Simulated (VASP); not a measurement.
Level of theory: PBE GGA, VASP's PBE PAW potentials (set 64) (plane waves; VASP 6.6.1).

Input for VASP

**INCAR**
```
# general
SYSTEM =Hf31YO64
PREC   =Normal
ENCUT  =400   # plane-wave cut-off (eV)
LREAL  =Auto   # projection in real space or not
LASPH  =.TRUE.   # aspherical one-centre terms
ISYM   =0
NELECT =518.0

# electronic loop
EDIFF  =1E-5   # SCF stop (eV)
NELM   =100
NELMIN =4
ALGO   =Fast   # Davidson, then RMM-DIIS
LMAXMIX=6

# smearing
ISMEAR =0   # Gaussian
SIGMA  =0.05   # width (eV)

# functional
GGA    =PE

# ions
IBRION =2
NSW    =120
ISIF   =2   # forces and stress, cell fixed
EDIFFG =-0.03   # ionic stop

# output
LWAVE  =.FALSE.
LCHARG =.FALSE.
```

File POSCAR:
```
Hf31YO64
1.0
 10.1253775832   0.0000000000   0.0000000000
  0.0000000000  10.1253775832   0.0000000000
  0.0000000000   0.0000000000  10.1253775832
Hf O Y
31 64 1
Direct
  0.5002613654   0.9997279173   0.0000609309
  0.7515376469   0.2489116348   0.9995585901
  0.7517930567   0.0000260550   0.2509130532
  0.0000384522   0.9999842182   0.9998888913
  0.2501986187   0.2481235930   0.9984731356
  0.5002354000   0.4999892873   0.9999090981
  0.7520077541   0.7509640243   0.9998526146
  0.2507254696   0.0014273134   0.2512639380
  0.5008048907   0.2482720837   0.2485443361
  0.7501479916   0.4986582156   0.2480914022
  0.5007238177   0.0002203947   0.4996674951
  0.7488159127   0.2508418575   0.5012967210
  0.7510102906   0.0002298199   0.7482772210
  0.0005359523   0.4996359456   0.0000460747
  0.2502001895   0.7515759581   0.0017916477
  0.0010907144   0.2499801853   0.2512708999
  0.2508699512   0.4975914603   0.2474005422
  0.5002449647   0.7505669237   0.2477043256
  0.0001507543   0.9997703312   0.5000824364
  0.2510267858   0.2497261820   0.5025370618
  0.7496378900   0.7496346320   0.4991195124
  0.2501082620   0.9984376727   0.7492980547
  0.4997189817   0.2492257474   0.7522378392
  0.7498508276   0.5011233982   0.7519455571
  0.9998486846   0.7486910416   0.2509262756
  0.9993242921   0.4998620008   0.4998757329
  0.2509969465   0.7503156538   0.4974466720
  0.9996095083   0.2504704663   0.7487508745
  0.2501062882   0.5024328881   0.7525790489
  0.5001857744   0.7518190128   0.7511731707
  0.0007560894   0.7495457663   0.7487863221
  0.6196955321   0.1098696415   0.1420144421
  0.8767623887   0.3616030281   0.3921364634
  0.8828299164   0.3868116824   0.1419819087
  0.1209023757   0.6378342340   0.3926616517
  0.8821524026   0.1115158483   0.3578365190
  0.1204304180   0.3615041386   0.6067168881
  0.1196809719   0.1118628621   0.1417672678
  0.3678252548   0.3597246733   0.3809110622
  0.3834735398   0.3878245492   0.1390296820
  0.6301874827   0.6396085734   0.3808842847
  0.6184937187   0.6102116345   0.1393414266
  0.8750318097   0.8637477223   0.3906979869
  0.8787178171   0.8863719590   0.1410156776
  0.1265590502   0.1369205589   0.3911419415
  0.3819616435   0.1125144640   0.3585711194
  0.6299613542   0.3606600917   0.6195986403
  0.6275383579   0.3776070549   0.3565722183
  0.8765346857   0.6379524484   0.6081847623
  0.8795567498   0.6111373556   0.3577701484
  0.1263512788   0.8631474187   0.6086076396
  0.6196828377   0.1133595355   0.6422544613
  0.8741534410   0.3642299191   0.8913760324
  0.8796740451   0.3890415530   0.6428926124
  0.1277171203   0.6361350868   0.8914957413
  0.8787315601   0.1132730071   0.8584517933
  0.1277460443   0.3634028936   0.1081980078
  0.1184951202   0.6119514396   0.1426754937
  0.3748383195   0.8673575319   0.3908296187
  0.3782575836   0.8877980926   0.1409353743
  0.6271890733   0.1330577388   0.3917914695
  0.1177923165   0.3896634251   0.3567804428
  0.3675068103   0.6405044373   0.6193052866
  0.3705223272   0.6223726679   0.3556718699
  0.6271231812   0.8675209608   0.6074248439
  0.6195884450   0.8872927607   0.3566271066
  0.8751602333   0.1363360318   0.6085288826
  0.1200193578   0.1118455403   0.6421399211
  0.3741689656   0.3637713757   0.8912903144
  0.3702183485   0.3781350922   0.6444805333
  0.6271178761   0.6371938499   0.8910593281
  0.6274585155   0.6227607004   0.6438791981
  0.8746686884   0.8642190501   0.8897397685
  0.8818901819   0.8882455615   0.6415121961
  0.1234576733   0.1365609627   0.8909621263
  0.3784689985   0.1117908426   0.8591293954
  0.6275215986   0.3620890141   0.1092618637
  0.6188322755   0.3892295791   0.8611843294
  0.8735320671   0.6350102293   0.1090331791
  0.8824611514   0.6128284579   0.8584431509
  0.1232026969   0.8631688086   0.1089282280
  0.1199912051   0.8878312957   0.3574826869
  0.3754840600   0.1332939944   0.6091501637
  0.1177829198   0.6100035006   0.6426629489
  0.3744624388   0.8633239877   0.8906668025
  0.3820297479   0.8880359709   0.6413699826
  0.6234085392   0.1378213912   0.8919993882
  0.1185765560   0.3875483567   0.8570601930
  0.3738883640   0.6358019822   0.1087710543
  0.3833329672   0.6116328635   0.8610205595
  0.6233100466   0.8618339217   0.1074813177
  0.6197521032   0.8897471971   0.8574110405
  0.8748421487   0.1354714206   0.1096487045
  0.1195497022   0.8875419908   0.8581422086
  0.3745995735   0.1363123623   0.1094671001
  0.4988435018   0.5002509988   0.5003640731
```

**KPOINTS**
```
Automatic mesh
0
Gamma
1 1 1
0 0 0
```

POTCAR, in this order: Hf O Y_sv (PBE.64 set). Program: vasp_gam.

At this cut-off the stress carries a Pulay error, which pulls relaxed volumes low. The cell is charged, with a uniform compensating background. The supercell is sampled at Γ alone, which is coarse: total energies, pressure and levels can be off, energies of defects by several tenths of an eV.

Question: What does the run give for the energy per atom (σ→0)?

Answer: 
```json
{
 "energy per atom (σ→0)": "-10.105 eV/atom"
}
```

OSZICAR:
```
...
 119 F= -.97007720E+03 E0= -.97007531E+03  d E =-.630903E-03
       N       E                     dE             d eps       ncg     rms          rms(c)
DAV:   1    -0.970077372567E+03   -0.17086E-03   -0.14605E-01   624   0.804E-01    0.113E-01
RMM:   2    -0.970077720106E+03   -0.34754E-03   -0.30717E-03   624   0.108E-01    0.137E-01
RMM:   3    -0.970077720097E+03    0.93642E-08   -0.51110E-04   676   0.354E-02    0.125E-01
RMM:   4    -0.970077625918E+03    0.94178E-04   -0.95310E-05   594   0.159E-02    0.254E-02
RMM:   5    -0.970077625547E+03    0.37128E-06   -0.52786E-05   527   0.108E-02
 120 F= -.97007763E+03 E0= -.97007575E+03  d E =-.423277E-03
```

The cell is a supercell with a defect, built from HfO2 (fluorite, the high-temperature cubic form, which is unstable at 0 K; the monoclinic form is the stable one): Y_Hf, charge +1. The run is not spin-polarised, so no state with unpaired spins was tried.
